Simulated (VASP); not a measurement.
All values below come from LDA (Ceperley-Alder, Perdew-Zunger), VASP's LDA PAW potentials (set 64) (plane waves; VASP).

VASP ran on this input.

File KPOINTS:
```
Automatic mesh
0
gamma
 18 18 18
```

### INCAR
```
NBANDS  =  42
LREAL  =  .FALSE.
ALGO  =  Normal   # blocked Davidson
LWAVE  =  .FALSE.
ISMEAR  =  0
NEDOS  =  1001   # DOS grid
LMAXMIX  =  4   # l cut-off of mixed one-centre charges
PREC  =  Accurate
LCHARG  =  .FALSE.
SIGMA  =  0.01   # width (eV)
EDIFF  =  1E-7
ENCUT  =  400   # plane-wave cut-off (eV)
SYSTEM  =  PbS
NELM  =  100   # most electronic steps
CSHIFT  =  0.1
LOPTICS  =  .TRUE.
LASPH  =  .TRUE.   # aspherical one-centre terms
```

**POSCAR**
```
PbS
4.133420
  0.0000000000   0.7071067825   0.7071067825
  0.7071067825   0.0000000000   0.7071067825
  0.7071067825   0.7071067825   0.0000000000
Pb S
1 1
Cart
  0.0000000000   0.0000000000   0.0000000000
  0.7071067825   0.7071067825   0.7071067825
```

POTCAR, in this order: Pb_d S (LDA.64 set). Program: vasp_std.

The resulting files:

OUTCAR:
```
 ion  position               nearest neighbor table
   1  0.000  0.000  0.000-   2 2.92   2 2.92   2 2.92   2 2.92   2 2.92   2 2.92
   2  0.500  0.500  0.500-   1 2.92   1 2.92   1 2.92   1 2.92   1 2.92   1 2.92
  LATTYP: Found a face centered cubic cell.
 ALAT       =     5.8455386342
 Subroutine PRICEL returns:
 Original cell was already a primitive cell.
 Subroutine GETGRP returns: Found 48 space group operations
The static configuration has the point symmetry O_h .
The dynamic configuration has the point symmetry O_h .
 Subroutine INISYM returns: Found 48 space group operations
 Subroutine IBZKPT returns following result:
 Found    195 irreducible k-points:

 Following reciprocal coordinates:
            Coordinates               Weight
  0.000000  0.000000  0.000000      1.000000
  0.055556  0.000000  0.000000      8.000000
  0.111111  0.000000  0.000000      8.000000
  0.166667  0.000000  0.000000      8.000000
  0.222222  0.000000  0.000000      8.000000
  0.277778  0.000000  0.000000      8.000000
  0.333333  0.000000  0.000000      8.000000
  0.388889  0.000000  0.000000      8.000000
  0.444444  0.000000  0.000000      8.000000
  0.500000  0.000000  0.000000      4.000000
  0.055556  0.055556  0.000000      6.000000
  0.111111  0.055556  0.000000     24.000000
  0.166667  0.055556  0.000000     24.000000
  0.222222  0.055556  0.000000     24.000000
  0.277778  0.055556  0.000000     24.000000
  0.333333  0.055556  0.000000     24.000000
  0.388889  0.055556  0.000000     24.000000
  0.444444  0.055556  0.000000     24.000000
  0.500000  0.055556  0.000000     24.000000
 -0.444444  0.055556  0.000000     24.000000
 -0.388889  0.055556  0.000000     24.000000
 -0.333333  0.055556  0.000000     24.000000
 -0.277778  0.055556  0.000000     24.000000
 -0.222222  0.055556  0.000000     24.000000
...
```

OSZICAR:
```
       N       E                     dE             d eps       ncg     rms          rms(c)
DAV:   1     0.171034882952E+03    0.17103E+03   -0.60592E+03 17622   0.417E+02
DAV:   2     0.771910283351E+01   -0.16332E+03   -0.14656E+03 17628   0.162E+02
DAV:   3    -0.997127610524E+01   -0.17690E+02   -0.17366E+02 19730   0.500E+01
DAV:   4    -0.104157678391E+02   -0.44449E+00   -0.44392E+00 19976   0.784E+00
DAV:   5    -0.104231318358E+02   -0.73640E-02   -0.73628E-02 20596   0.104E+00    0.482E+00
DAV:   6    -0.100134040432E+02    0.40973E+00   -0.69444E-01 26460   0.313E+00    0.349E+00
DAV:   7    -0.100016978431E+02    0.11706E-01   -0.42655E-02 20546   0.547E-01    0.178E+00
DAV:   8    -0.999807395213E+01    0.36239E-02   -0.36315E-03 19556   0.276E-01    0.873E-02
DAV:   9    -0.999802747768E+01    0.46474E-04   -0.32930E-04 24792   0.683E-02    0.696E-02
DAV:  10    -0.999803726425E+01   -0.97866E-05   -0.48861E-05 19640   0.188E-02    0.222E-02
DAV:  11    -0.999803706451E+01    0.19974E-06   -0.45078E-06 20416   0.775E-03    0.818E-03
DAV:  12    -0.999803705904E+01    0.54713E-08   -0.12645E-07 21974   0.206E-03
   1 F= -.99980371E+01 E0= -.99980369E+01  d E =-.239998E-06
 imaginary and real dielectric function
```

OUTCAR:
```
------------------------ aborting loop because EDIFF is reached ----------------------------------------
  FORCE on cell =-STRESS in cart. coord.  units (eV):
  Direction    XX          YY          ZZ          XY          YZ          ZX
  --------------------------------------------------------------------------------------
  Total        0.0233677      0.0233677      0.0233677      0.0000000     -0.0000000      0.0000000
  in kB        0.7497440      0.7497440      0.7497440      0.0000000     -0.0000000      0.0000000
  external PRESSURE =       0.7497440 kB  Pullay stress =       0.0000000 kB
  volume of cell :       49.94
      direct lattice vectors                 reciprocal lattice vectors
     0.000000000  2.922769317  2.922769317    -0.171070634  0.171070634  0.171070634
     2.922769317  0.000000000  2.922769317     0.171070634 -0.171070634  0.171070634
     2.922769317  2.922769317  0.000000000     0.171070634  0.171070634 -0.171070634
  FREE ENERGIE OF THE ION-ELECTRON SYSTEM (eV)
  ---------------------------------------------------
  free  energy   TOTEN  =        -9.9980370590 eV

  energy  without entropy=       -9.9980368190  energy(sigma->0) =       -9.99803694

 plasma frequency squared (from intraband transitions) (eV^2)
  --------------------------------------------------------------------------------------
       0.000       0.000      -0.000
       0.000       0.000       0.000
      -0.000       0.000       0.000

 plasma frequency squared (from interband transitions, int dw w eps(2)(w)) (eV^2)
  --------------------------------------------------------------------------------------
     466.136       0.000      -0.000       0.000       0.000       0.000
      -0.000      -0.000     466.136       0.000      -0.000       0.000
       0.000      -0.000      -0.000      -0.000     466.136       0.000
```
(Selected blocks of OUTCAR.)

**OUTCAR**
```
 val. band max:        6.2483287013   @ k =   0.5000   0.0000   0.0000

 cond. band min:       6.2856029557   @ k =   0.5000   0.0000   0.0000


 Fermi energy:         6.2669658269

 k-point     1 :       0.0000    0.0000    0.0000
  band No.  band energies     occupation
      1     -10.6678      2.00000
      2     -10.6678      2.00000
      3     -10.6678      2.00000
      4     -10.6600      2.00000
      5     -10.6600      2.00000
      6      -7.7872      2.00000
      7       0.1927      2.00000
      8       3.8091      2.00000
      9       3.8091      2.00000
     10       3.8091      2.00000
     11      11.3906      0.00000
     12      11.3906      0.00000
     13      11.3906      0.00000
     14      12.7251      0.00000
     15      12.7251      0.00000
     16      12.7251      0.00000
     17      14.4937      0.00000
     18      15.2720      0.00000
     19      15.2720      0.00000
     20      15.6315      0.00000
     21      26.4264      0.00000
     22      26.4264      0.00000
     23      26.4264      0.00000
     24      28.3557      0.00000
     25      28.3557      0.00000
     26      28.3557      0.00000
     27      28.8022      0.00000
     28      28.8022      0.00000
     29      28.8022      0.00000
     30      30.2881      0.00000
     31      30.2881      0.00000
     32      35.5623      0.00000
     33      37.9746      0.00000
     34      37.9746      0.00000
     35      37.9746      0.00000
     36      38.3674      0.00000
     37      40.0179      0.00000
     38      40.0179      0.00000
     39      41.2835      0.00000
     40      41.2835      0.00000
     41      41.2843      0.00000
     42      42.0786      0.00000

 k-point     2 :       0.0556    0.0000    0.0000
  band No.  band energies     occupation
      1     -10.6676      2.00000
      2     -10.6668      2.00000
      3     -10.6668      2.00000
      4     -10.6606      2.00000
      5     -10.6606      2.00000
      6      -7.7581      2.00000
...
```

The dielectric response may not be converged in the k-mesh; for small gaps it tends to come out too large. Unless said otherwise, spin-orbit coupling is left out, though it shifts the bands of the heavy elements here.

The compound is PbS in the rock salt structure. It was relaxed first.
